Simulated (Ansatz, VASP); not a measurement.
## Zr3MoC in VASP and in Ansatz

File INCAR:

```
SYSTEM = Zr3MoC
  PREC = Accurate
  ENCUT = 600
  EDIFF = 1E-6
  ISMEAR = -1
  SIGMA = 0.05
  LREAL = .FALSE.
  LASPH = .TRUE.
  NELM = 80
  ALGO = Fast
  ISIF = 3
  LWAVE = .FALSE.
  LCHARG = .FALSE.
  GGA = PE
  IBRION = 2
  NSW = 60
  EDIFFG = -0.01
```

KPOINTS

```
Automatic mesh
0
G
  5 5 5
  0 0 0
```

File POSCAR:

```
Zr3MoC
1.0
    4.9425100000      0.0000000000      0.0000000000
    0.0000000000      4.9425100000      0.0000000000
    0.0000000000      0.0000000000      4.9425100000
Zr Mo C
3 1 1
Direct
    0.5000000000      0.0000000000      0.0000000000
    0.0000000000      0.5000000000      0.0000000000
    0.0000000000      0.0000000000      0.5000000000
    0.0000000000      0.0000000000      0.0000000000
    0.5000000000      0.5000000000      0.5000000000
```

File input.yaml:

```yaml
crystal:
  lattice:
    - [4.94251, 0.0, 0.0]
    - [0.0, 4.94251, 0.0]
    - [0.0, 0.0, 4.94251]
  atoms:
    - { symbol: Zr, position: [0.5, 0.0, 0.0] }
    - { symbol: Zr, position: [0.0, 0.5, 0.0] }
    - { symbol: Zr, position: [0.0, 0.0, 0.5] }
    - { symbol: Mo, position: [0.0, 0.0, 0.0] }
    - { symbol: C, position: [0.5, 0.5, 0.5] }
hamiltonian:
  xc: pbe
  pseudopotentials: { kind: paw }
kpoints:
  mp_grid: { grid: [5, 5, 5] }
scf:
  occupations: { method: fermi_dirac, width: 0.05 }
output:
  forces: true
  stress: true
  eigenvalues: true
relax:
  f_tol: 0.01
  max_steps: 40
  cell: { stress_tol: 0.05 }
```

The cell was built by a generator and needn't be a form met in nature.

Alike in both runs: task relaxation of cell and atoms; functional PBE; k mesh 5 × 5 × 5; occupations fermi-dirac, width 0.05 eV; no spin polarisation.

|  | VASP | Ansatz |
| --- | --- | --- |
| version | VASP 6.6.1 | Ansatz 0.2.0 |
| potentials or method | VASP PAW PBE potentials, release 64 (Zr_sv, Mo_sv, C) | Ansatz PAW |
| plane-wave cutoff (eV) | 600 | 420 |
| valence electrons in the cell | 54 | 54 |

VASP gave:

- gap on the k mesh at the Fermi level, each at its own relaxed structure (eV): none
- relaxed volume (Å³/atom): 24.45
- relaxed cell length with the largest relative difference (Å): 4.963

Which values does Ansatz return?

gap on the k mesh at the Fermi level, each at its own relaxed structure (eV): none; relaxed volume (Å³/atom): 24.39; relaxed cell length with the largest relative difference (Å): 4.959.

A gap of «none» marks a metal or a gap that the smearing closes.

Caveats: the plane-wave basis is chosen anew once the cell has moved, so the energies of steps on either side of that aren't comparable (Ansatz).
